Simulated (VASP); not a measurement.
Here is the system:

```
CELL_PARAMETERS angstrom
      6.09082     0.27004     0.27004
      0.27004     6.09082     0.27004
      0.27004     0.27004     6.09082
ATOMIC_POSITIONS crystal
  Sn 0.04144 0.97871 0.97871
  Sn 0.20856 0.27129 0.27129
  Sn 0.47871 0.54144 0.97871
  Sn 0.77129 0.70856 0.27129
  Sn 0.47871 0.97871 0.54144
  Sn 0.77129 0.27129 0.70856
  C  0.94445 0.44445 0.44445
  C  0.30555 0.80555 0.80555
```

Calculation: PBEsol GGA, VASP's PBE PAW potentials (set 64) (plane waves; VASP). Numerical set-up: 520 eV cut-off, 6×6×6 Γ-centred mesh, tetrahedra with Blöchl corrections, potentials Sn_d C.

For a metal the tetrahedron method with Blöchl corrections gives inexact stress and forces. Unless said otherwise, spin-orbit coupling is left out, though it shifts the bands of the heavy elements here.

What does the run give for the energy per atom (σ→0), largest force, band gap (on the k-mesh) with the smallest direct gap where there is one?

- band gap (on the k-mesh) = none (metal, semimetal or under 0.01 eV)
- energy per atom (σ→0) = -4.850 eV/atom
- largest force = 0.054 eV/Å

Only differences to runs with the same potentials and settings are physical.

The structure was generated: Sn6C2 was put into an ordered model structure (R-3m), which need not be its known phase. It was relaxed first, which changed the volume by +18 %.
